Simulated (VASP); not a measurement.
Calculation: PBE GGA with D3 dispersion (zero damping), VASP's PBE PAW potentials (set 64) (plane waves; VASP 6.6.1).

VASP ran on this input.

File POSCAR:
```
La
1.0
  1.8008638035  -3.1191878116   0.0000000000
  1.8008638035   3.1191878116   0.0000000000
  0.0000000000   0.0000000000  11.4932232590
La
4
Direct
  0.0000000000   0.0000000000   0.5000000000
  0.0000000000   0.0000000000   0.0000000000
  0.3333330000   0.6666670000   0.2500000000
  0.6666670000   0.3333330000   0.7500000000
```

File KPOINTS:
```
Automatic mesh
0
Gamma
10 10 3
0 0 0
```

### INCAR
```
ALGO=Normal
EDIFF=1E-7
EDIFFG=-0.01
ENCUT=520
GGA=PE
IBRION=2
ISIF=4
ISMEAR=1
IVDW=11
LASPH=.True.
LCHARG=.False.
LMAXMIX=6
LREAL=.False.
LWAVE=.False.
NELM=100
NSW=30
PREC=Accurate
SIGMA=0.1
SYSTEM=La
```

POTCAR, in this order: La (PBE.64 set). Program: vasp_std.

### Question
Predict the energy per atom (σ→0), dispersion energy, band gap (on the k-mesh).

### Answer

* **energy per atom (σ→0)**: -5.217 eV/atom
* **dispersion energy**: -1.590 eV
* **band gap (on the k-mesh)**: none (metal, semimetal or under 0.01 eV)

### OSZICAR
```
...
DAV:   1    -0.192783864359E+02   -0.13561E-02   -0.13652E-01  2100   0.679E+00    0.180E-01
DAV:   2    -0.192774171552E+02    0.96928E-03   -0.46985E-03  2528   0.800E-01    0.967E-02
DAV:   3    -0.192770387835E+02    0.37837E-03   -0.20845E-03  2608   0.477E-01    0.247E-02
DAV:   4    -0.192770403725E+02   -0.15890E-05   -0.11642E-04  2528   0.104E-01    0.151E-02
DAV:   5    -0.192770415897E+02   -0.12172E-05   -0.91479E-06  2784   0.263E-02    0.733E-03
DAV:   6    -0.192770418882E+02   -0.29858E-06   -0.25436E-06  2320   0.120E-02    0.946E-04
DAV:   7    -0.192770418917E+02   -0.34338E-08   -0.21921E-07  1368   0.549E-03
   3 F= -.20867354E+02 E0= -.20866252E+02  d E =-.458132E-03
```

The compound is La in the dhcp structure. This cell is one point of a volume scan, at 0.94 of the reference volume. Symmetry was kept, so distortions that lower it aren't found.
